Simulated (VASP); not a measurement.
```
CELL_PARAMETERS angstrom
      0.00000     2.69630     2.69630
      2.69630     0.00000     2.69630
      2.69630     2.69630     0.00000
ATOMIC_POSITIONS crystal
  Ca 0.00000 0.00000 0.00000
  F  0.25000 0.25000 0.25000
  F  0.75000 0.75000 0.75000
```

These are PW91 GGA, VASP's PBE PAW potentials (set 64) (plane waves; VASP) values and carry that method's errors. Run with 520 eV cut-off, 7×7×7 Γ-centred mesh, Gaussian smearing of 0.050 eV, potentials Ca_sv F.

Give the stress tensor in GPa (positive for a compressed cell).

```
5.61  0.00  0.00
0.00  5.61  0.00
0.00  0.00  5.61
```
The pressure is its mean diagonal, 5.61 GPa.

The compound is CaF2 in the fluorite structure. This cell is one point of a volume scan, at 0.94 of the reference volume.
